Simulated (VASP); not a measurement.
Given:

```yaml
crystal:
  lattice:
    - [3.28139, 0.00000, 0.00000]
    - [0.00000, 3.28139, 0.00000]
    - [0.00000, 0.00000, 3.28139]
  atoms:
    - { symbol: Zr, position: [0.00000, 0.00000, 0.00000] }
    - { symbol: Si, position: [0.50000, 0.50000, 0.50000] }
```

Computed with PBEsol GGA, VASP's PBE PAW potentials (set 64) (plane waves; VASP). Numerical set-up: 400 eV cut-off, Gaussian smearing of 0.050 eV, potentials Zr_sv Si.

Task: Give the energies of bands 5 to 11 at the high-symmetry points, in eV from the Fermi level.

Result: 
```
band       Γ      X      M      R
----  ------  -----  -----  -----
5     -10.42  -7.66  -7.65  -4.49
6      -1.86  -5.69  -2.58  -4.49
7      -1.86  -0.65  -2.58  -4.49
8       2.15  -0.52  -1.50  -4.37
9       2.15  -0.52   1.18   3.98
10      2.15   3.79   1.18   3.98
11      3.26   5.08   3.99   3.98
```

It has no gap at this level: it comes out as a metal or semimetal.

The structure was generated: ZrSi was put into the CsCl type (Pm-3m), which need not be its known phase. It was relaxed first.
